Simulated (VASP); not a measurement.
Input for VASP

**POSCAR**
```
HBr
1
    3.1828480555    -2.6783660708     0.0000000000
    3.1828480555     2.6783660708     0.0000000000
    0.0000000000     0.0000000000     5.3961491902
H Br
2 2
Direct
  0.9458117885   0.0541882115   0.1830054740
  0.0541882115   0.9458117885   0.6830054740
  0.7506970540   0.2493029460   0.9959945260
  0.2493029460   0.7506970540   0.4959945260
```

### INCAR
```
SYSTEM  =  HBr
PREC  =  Accurate; ENCUT  =  400; LREAL  =  .FALSE.
LASPH  =  .TRUE.
EDIFF  =  1E-6; NELM  =  100; ALGO  =  Normal
LMAXMIX  =  4; LMIXTAU  =  .TRUE.
ISMEAR  =  0; SIGMA  =  0.05
METAGGA  =  R2SCAN
IBRION  =  2; NSW  =  60; ISIF  =  3
EDIFFG  =  -0.02
LWAVE  =  .FALSE.; LCHARG  =  .FALSE.
```

**KPOINTS**
```
Automatic mesh
0
Gamma
5 5 4
0 0 0
```

POTCAR, in this order: H Br (PBE.64 set). Program: vasp_std.

Q: Translate this r2SCAN calculation to Ansatz.

A: One equivalent input (not run):
Ansatz 0.2 input:
```yaml
crystal:
  lattice:
    - [3.1828481, -2.6783661, 0.0000000]
    - [3.1828481, 2.6783661, 0.0000000]
    - [0.0000000, 0.0000000, 5.3961492]
  atoms:
    - { symbol: H, position: [0.9458118, 0.0541882, 0.1830055] }
    - { symbol: H, position: [0.0541882, 0.9458118, 0.6830055] }
    - { symbol: Br, position: [0.7506971, 0.2493029, 0.9959945] }
    - { symbol: Br, position: [0.2493029, 0.7506971, 0.4959945] }
kpoints:
  mp_grid: { grid: [5, 5, 4] }
hamiltonian:
  xc: r2scan
  pseudopotentials: { kind: paw }
scf:
  occupations: { method: gaussian, width: 0.05 }
  max_iter: 100
relax:
  max_steps: 60
  f_tol: 0.02
  cell: {}
output: { forces: true, stress: true, eigenvalues: true }
```
What does not carry over: each code has its own PAW files, so the cut-off isn't converted (ENCUT is set for VASP's; basis.ecutwfc is left out, and Ansatz then takes the one that its files recommend); Ansatz stops its SCF on the density residual and VASP on the energy change (EDIFF).

The structure comes from a measured HBr entry (Cmc2_1) of the Crystallography Open Database, whose conditions weren't checked. It was relaxed first. The start is the result of an earlier pass.
